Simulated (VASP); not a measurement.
# A VASP study of In2Pt3 (PBEsol): structure first, properties next, part 4 of 7

What structure does In2Pt3 take at this level, and what are its properties? The start is a computed cell from the Materials Project.

VASP 6.6.1; PBEsol; plane waves and PAW (In_d, Pt).

Still holding for the runs below: The k-mesh is coarse for a metal.

So far. Step 3 (Second relaxation): It ends with a largest force of 0.002 eV/Å and a pressure of 0.00 GPa. The volume moved by only 0.04 %, so the volume is settled. Step 4 (Single point with fields (PBEsol)): In this run the pressure is 0.00 GPa, small enough to go on.

**5. Band structure (PBEsol)**

Levels along the symmetry lines show where the bands peak and cross; KPOINTS_OPT computes them in the converged potential.

INCAR

```
SYSTEM = In2Pt3
PREC = Accurate
ENCUT = 400
EDIFF = 1E-06
NELM = 100
ISMEAR = 1
SIGMA = 0.2
LREAL = .FALSE.
ALGO = Normal
GGA = PS
NBANDS = 162
LASPH = .TRUE.
LORBIT = 11
LWAVE = .FALSE.
LCHARG = .FALSE.
KPAR = 4
NCORE = 2
```

POSCAR

```
In2Pt3
1.0
    5.5731103376      0.0000000000      0.0000000000
   -2.7865551688      4.8264551304      0.0000000000
    0.0000000000      0.0000000000     13.7747212396
In Pt
8 12
Direct
    0.0000000000      0.0000000000      0.2500000000
    0.0000000000      0.0000000000      0.7500000000
    0.3333333300      0.6666666700      0.2500000000
    0.6666666700      0.3333333300      0.7500000000
    0.3333333300      0.6666666700      0.9160549550
    0.3333333300      0.6666666700      0.5839450450
    0.6666666700      0.3333333300      0.0839450450
    0.6666666700      0.3333333300      0.4160549550
    0.1657347159      0.3314694418      0.0895791287
    0.6685305582      0.8342652841      0.0895791287
    0.1657347159      0.8342652841      0.0895791287
    0.6685305582      0.8342652841      0.4104208713
    0.1657347159      0.3314694418      0.4104208713
    0.1657347159      0.8342652841      0.4104208713
    0.8342652841      0.6685305582      0.9104208713
    0.3314694418      0.1657347159      0.9104208713
    0.8342652841      0.1657347159      0.9104208713
    0.3314694418      0.1657347159      0.5895791287
    0.8342652841      0.6685305582      0.5895791287
    0.8342652841      0.1657347159      0.5895791287
```

KPOINTS

```
Automatic mesh
0
Gamma
4 4 2
0 0 0
```

KPOINTS_OPT

```
Line mode
12
Line-mode
Reciprocal
  0.00000000   0.00000000   0.00000000 GAMMA
  0.50000000   0.00000000   0.00000000 M

  0.50000000   0.00000000   0.00000000 M
  0.33333333   0.33333333   0.00000000 K

  0.33333333   0.33333333   0.00000000 K
  0.00000000   0.00000000   0.00000000 GAMMA

  0.00000000   0.00000000   0.00000000 GAMMA
  0.00000000   0.00000000   0.50000000 A

  0.00000000   0.00000000   0.50000000 A
  0.50000000   0.00000000   0.50000000 L

  0.50000000   0.00000000   0.50000000 L
  0.33333333   0.33333333   0.50000000 H

  0.33333333   0.33333333   0.50000000 H
  0.00000000   0.00000000   0.50000000 A

  0.50000000   0.00000000   0.50000000 L
  0.50000000   0.00000000   0.00000000 M

  0.33333333   0.33333333   0.00000000 K
  0.33333333   0.33333333   0.50000000 H
```

PAW data sets: In_d and Pt (PBE family, release 64).

Launch:

```bash
> mpirun -np 8 vasp_std
```

Log:

```text
[... set-up lines as in an earlier step ...]
 entering main loop
       N       E                     dE             d eps       ncg     rms          rms(c)
DAV:   1     0.247279073367E+04    0.24728E+04   -0.76911E+04  2632   0.152E+03
DAV:   2     0.336070819113E+03   -0.21367E+04   -0.19698E+04  2648   0.438E+02
DAV:   3    -0.896753623456E+02   -0.42575E+03   -0.37340E+03  2658   0.181E+02
DAV:   4    -0.121354746186E+03   -0.31679E+02   -0.30585E+02  3104   0.580E+01
DAV:   5    -0.122406294832E+03   -0.10515E+01   -0.10492E+01  3432   0.948E+00    0.348E+01
DAV:   6    -0.118143243231E+03    0.42631E+01   -0.93050E+00  2872   0.106E+01    0.161E+01
DAV:   7    -0.117323904607E+03    0.81934E+00   -0.11300E+00  3624   0.813E+00    0.585E+00
DAV:   8    -0.117235801027E+03    0.88104E-01   -0.50052E-01  3168   0.327E+00    0.137E+00
DAV:   9    -0.117229849962E+03    0.59511E-02   -0.62074E-02  3696   0.123E+00    0.655E-01
DAV:  10    -0.117229303103E+03    0.54686E-03   -0.70482E-03  3632   0.340E-01    0.237E-01
DAV:  11    -0.117229445290E+03   -0.14219E-03   -0.88762E-04  3040   0.148E-01    0.557E-02
DAV:  12    -0.117229446237E+03   -0.94713E-06   -0.98052E-05  3744   0.702E-02    0.253E-02
DAV:  13    -0.117229451051E+03   -0.48137E-05   -0.19056E-05  3328   0.159E-02    0.127E-02
DAV:  14    -0.117229452804E+03   -0.17526E-05   -0.33328E-06  2440   0.856E-03    0.313E-03
DAV:  15    -0.117229452941E+03   -0.13776E-06   -0.54267E-07  1768   0.514E-03
   1 F= -.11722945E+03 E0= -.11723188E+03  d E =0.726796E-02
 Start KPOINTS_OPT (optional k-point list driver)
k-point batch [1-8\108]
       N       E                     dE             ncg
DAV:   1     0.247355641135E+05    0.15590E+05     2624
DAV:   2     0.740508832117E+04   -0.17330E+05     2696
DAV:   3     0.405022878949E+04   -0.33549E+04     2638
DAV:   4     0.380888341735E+04   -0.24135E+03     3032
DAV:   5     0.380028245934E+04   -0.86010E+01     3472
DAV:   6     0.379989655633E+04   -0.38590E+00     3920
DAV:   7     0.379988985527E+04   -0.67011E-02     3824
DAV:   8     0.379988961402E+04   -0.24125E-03     3912
DAV:   9     0.379988960397E+04   -0.10049E-04     3320
DAV:  10     0.379988960372E+04   -0.25776E-06     1824
[...]
k-point batch [105-108\108]
       N       E                     dE             ncg
DAV:   1     0.313223554963E+05   -0.65173E+04     1296
DAV:   2     0.225538104969E+05   -0.87685E+04     1336
DAV:   3     0.208123604069E+05   -0.17415E+04     1302
DAV:   4     0.206885836065E+05   -0.12378E+03     1576
DAV:   5     0.206842470287E+05   -0.43366E+01     1736
DAV:   6     0.206840176496E+05   -0.22938E+00     1984
DAV:   7     0.206840144030E+05   -0.32466E-02     1960
DAV:   8     0.206840143015E+05   -0.10146E-03     2000
DAV:   9     0.206840142975E+05   -0.39664E-05     1632
DAV:  10     0.206840142974E+05   -0.17348E-06      944
```

It took 5.8 min on 8 MPI ranks of AMD EPYC 9R45, shared host; peak memory 3.4 GiB.

From OUTCAR (step 5):

```text
   k-points           NKPTS =      8   k-points in BZ     NKDIM =      8   number of bands    NBANDS=    162

   NELECT =     224.0000    total number of electrons

 E-fermi :   9.4320

 k-point     1 :       0.0000    0.0000    0.0000
  band No.  band energies     occupation
    ...
    107       8.8261      2.00016
    108       9.0290      2.01521
    109       9.0290      2.01521
    110       9.3385      1.70369
    111       9.3385      1.70369
    112       9.5720      0.08041
    113       9.6705     -0.07058
    114       9.6712     -0.07065
    115       9.7538     -0.04530
    116       9.7547     -0.04490
    ...

  Total       -0.0132379     -0.0132379      0.0187746      0.0000000      0.0000000      0.0000000
  in kB       -0.0572427     -0.0572427      0.0811844      0.0000000      0.0000000      0.0000000
  external PRESSURE =      -0.0111003 kB  Pullay stress =       0.0000000 kB

 POSITION                                       TOTAL-FORCE (eV/Angst)
 -----------------------------------------------------------------------------------
      0.00000      0.00000      3.44368        -0.000000      0.000000     -0.000000
      0.00000      0.00000     10.33104        -0.000000      0.000000     -0.000000
     -0.00000      3.21764      3.44368        -0.000000      0.000000     -0.000000
      2.78656      1.60882     10.33104        -0.000000      0.000000     -0.000000
     -0.00000      3.21764     12.61840        -0.000000      0.000000     -0.001657
     -0.00000      3.21764      8.04368        -0.000000      0.000000      0.001657
      2.78656      1.60882      1.15632        -0.000000      0.000000      0.001657
      2.78656      1.60882      5.73104        -0.000000      0.000000     -0.001657
     -0.00000      1.59982      1.23393        -0.000000     -0.001457     -0.002351
      1.40107      4.02654      1.23393         0.001262      0.000728     -0.002351
     -1.40107      4.02654      1.23393        -0.001262      0.000728     -0.002351
      1.40107      4.02654      5.65343         0.001262      0.000728      0.002351
     -0.00000      1.59982      5.65343        -0.000000     -0.001457      0.002351
     -1.40107      4.02654      5.65343        -0.001262      0.000728      0.002351
      2.78656      3.22663     12.54079         0.000000      0.001457      0.002351
      1.38549      0.79991     12.54079        -0.001262     -0.000728      0.002351
      4.18762      0.79991     12.54079         0.001262     -0.000728      0.002351
      1.38549      0.79991      8.12129        -0.001262     -0.000728     -0.002351
      2.78656      3.22663      8.12129         0.000000      0.001457     -0.002351
      4.18762      0.79991      8.12129         0.001262     -0.000728     -0.002351
 -----------------------------------------------------------------------------------
    total drift:                               -0.000000      0.000000     -0.000000

  FREE ENERGIE OF THE ION-ELECTRON SYSTEM (eV)
  ---------------------------------------------------
  free  energy   TOTEN  =      -117.2294529415 eV

  energy  without entropy=     -117.2367209027  energy(sigma->0) =     -117.23187560

[... 13 parts as in an earlier step ...]

[... 3 further parts left out ...]
```

Spin-orbit coupling is off here; with elements this heavy it splits and shifts levels by tenths of an eV or more.

This step gave:

- bands: 162
- pressure: -0.001110 GPa

The electronic bands at the labelled points (eV, zero at the Fermi level; # counts the bands kept, so #1 is VASP's band 41):

| point | #69 | #70 | #71 | #72 | #73 | #74 | #75 | #76 |
| --- | --- | --- | --- | --- | --- | --- | --- | --- |
| Γ | -0.40 | -0.09 | -0.09 | 0.14 | 0.24 | 0.24 | 0.32 | 0.32 |
| 0.45 of the way | -0.72 | -0.56 | -0.52 | -0.29 | 0.35 | 0.55 | 0.97 | 1.10 |
| M | -0.77 | -0.70 | -0.62 | -0.55 | 0.75 | 0.89 | 1.04 | 1.13 |
| 0.45 of the way | -0.84 | -0.73 | -0.72 | -0.61 | 0.23 | 0.57 | 1.17 | 1.51 |
| K | -1.03 | -0.78 | -0.78 | -0.60 | -0.48 | 0.73 | 0.73 | 2.01 |
| 0.45 of the way | -0.86 | -0.83 | -0.79 | -0.14 | -0.03 | 1.00 | 1.02 | 1.10 |
| Γ | -0.40 | -0.09 | -0.09 | 0.14 | 0.24 | 0.24 | 0.32 | 0.32 |
| 0.45 of the way | -0.45 | 0.01 | 0.01 | 0.06 | 0.24 | 0.24 | 0.32 | 0.32 |
| A | -0.23 | -0.23 | 0.24 | 0.24 | 0.32 | 0.32 | 0.42 | 0.42 |
| 0.55 of the way | -0.82 | -0.82 | -0.40 | -0.40 | 0.38 | 0.38 | 0.87 | 0.87 |
| L | -0.83 | -0.83 | -0.01 | -0.01 | 0.82 | 0.82 | 1.00 | 1.00 |
| 0.45 of the way | -0.90 | -0.90 | -0.41 | -0.41 | 0.83 | 0.83 | 1.21 | 1.21 |
| H | -0.99 | -0.99 | -0.90 | -0.90 | 1.11 | 1.11 | 1.37 | 1.37 |
| 0.45 of the way | -0.78 | -0.78 | -0.57 | -0.57 | 0.13 | 0.13 | 1.43 | 1.43 |
| A | -0.23 | -0.23 | 0.24 | 0.24 | 0.32 | 0.32 | 0.42 | 0.42 |
| jump to L | -0.83 | -0.83 | -0.01 | -0.01 | 0.82 | 0.82 | 1.00 | 1.00 |
| 0.45 of the way | -0.86 | -0.67 | -0.36 | -0.21 | 0.77 | 0.93 | 0.96 | 1.09 |
| M | -0.77 | -0.70 | -0.62 | -0.55 | 0.75 | 0.89 | 1.04 | 1.13 |
| jump to K | -1.03 | -0.78 | -0.78 | -0.60 | -0.48 | 0.73 | 0.73 | 2.01 |
| 0.55 of the way | -1.01 | -1.01 | -0.85 | -0.85 | 0.28 | 1.00 | 1.00 | 1.92 |
| H | -0.99 | -0.99 | -0.90 | -0.90 | 1.11 | 1.11 | 1.37 | 1.37 |

Of the projections kept (In, Pt), the largest for each band there; the rest of the weight can lie on other orbitals:

| point | #69 | #70 | #71 | #72 | #73 | #74 | #75 | #76 |
| --- | --- | --- | --- | --- | --- | --- | --- | --- |
| Γ | Pt 0.52 | Pt 0.78 | Pt 0.78 | Pt 0.72 | Pt 1.00 | Pt 1.00 | Pt 1.00 | Pt 1.00 |
| M | Pt 0.98 | Pt 0.84 | Pt 0.76 | Pt 0.80 | Pt 0.80 | Pt 0.89 | Pt 0.71 | Pt 0.88 |
| K | Pt 0.97 | Pt 0.90 | Pt 0.90 | Pt 0.93 | Pt 0.81 | Pt 0.81 | Pt 0.81 | Pt 0.58 |
| Γ | Pt 0.52 | Pt 0.78 | Pt 0.78 | Pt 0.72 | Pt 1.00 | Pt 1.00 | Pt 1.00 | Pt 1.00 |
| A | Pt 0.69 | Pt 0.69 | Pt 1.00 | Pt 1.00 | Pt 1.00 | Pt 1.00 | Pt 0.72 | Pt 0.72 |
| L | Pt 0.82 | Pt 0.82 | Pt 0.72 | Pt 0.72 | Pt 0.81 | Pt 0.81 | Pt 0.87 | Pt 0.87 |

There is no gap at this level.

(Part 4 of 7 ends here.)

[Lines on the potential files, build, host, timing and source positions are cut from VASP's logs without a mark.]

[Logs are printed without paths, hosts, clocks, repeated set-up lines and the standing remarks that a program may print on its own settings, such as how far it seeks lower states.]

[Hosts, paths, dates, database ids (printed as entryN), source tags and the programs' standing remarks are cut or masked in the printed files.]

[A measured line is paired with the nearest computed mode of its activity, which favours agreement.]
